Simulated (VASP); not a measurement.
VASP input:

### INCAR
```
SYSTEM = VN
PREC = Accurate
ENCUT = 620
EDIFF = 1E-6
NELM = 100
ALGO = Normal
LREAL = .FALSE.
LASPH = .TRUE.
ISMEAR = 1
SIGMA = 0.1
GGA = PE
LMAXMIX = 4
LWAVE = .FALSE.
LCHARG = .FALSE.
IBRION = 2
ISIF = 3
NSW = 40
EDIFFG = -0.02
PSTRESS = 50
```

POSCAR:
```
VN
1
   -0.0000000000     2.0490028779     2.0490028779
    2.0490028779    -0.0000000000     2.0490028779
    2.0490028779     2.0490028779     0.0000000000
V N
1 1
Direct
  0.0000000000   0.0000000000   0.0000000000
  0.5000000000   0.5000000000   0.5000000000
```

**KPOINTS**
```
Automatic mesh
0
Gamma
15 15 15
0 0 0
```

POTCAR, in this order: V_sv N (PBE.64 set). Program: vasp_std.

Question: Translate this PBE calculation to Quantum ESPRESSO's pw.x.

Answer: One equivalent input (not run):
```
&CONTROL
  calculation = 'vc-relax'
  pseudo_dir = './pseudo'
  outdir = './out'
  tprnfor = .true.
  tstress = .true.
  nstep = 40
  forc_conv_thr = 0.00078
/
&SYSTEM
  ibrav = 0
  nat = 2
  ntyp = 2
  ecutwfc = 84
  occupations = 'smearing'
  smearing = 'methfessel-paxton'
  degauss = 0.00735
  input_dft = 'pbe'
/
&ELECTRONS
  conv_thr = 7.3e-08
  electron_maxstep = 100
/
&IONS
/
&CELL
  press = 50
/
ATOMIC_SPECIES
  V 50.941 V.upf
  N 14.007 N.upf
CELL_PARAMETERS angstrom
    -0.0000000    2.0490029    2.0490029
     2.0490029   -0.0000000    2.0490029
     2.0490029    2.0490029    0.0000000
ATOMIC_POSITIONS crystal
  V    0.0000000  0.0000000  0.0000000
  N    0.5000000  0.5000000  0.5000000
K_POINTS automatic
  15 15 15 0 0 0
```
Limits of the translation: the potentials are each code's own (VASP's PAW set, PseudoDojo norm-conserving files in pw.x), so ENCUT and ecutwfc are chosen apart and not converted; conv_thr bounds pw.x's estimated SCF error, while EDIFF bounds the energy change between steps; forc_conv_thr acts on force components and is met together with etot_conv_thr.

The compound is VN in the rock salt structure, which distorts at low temperature. It was relaxed first under an external pressure of 5 GPa.
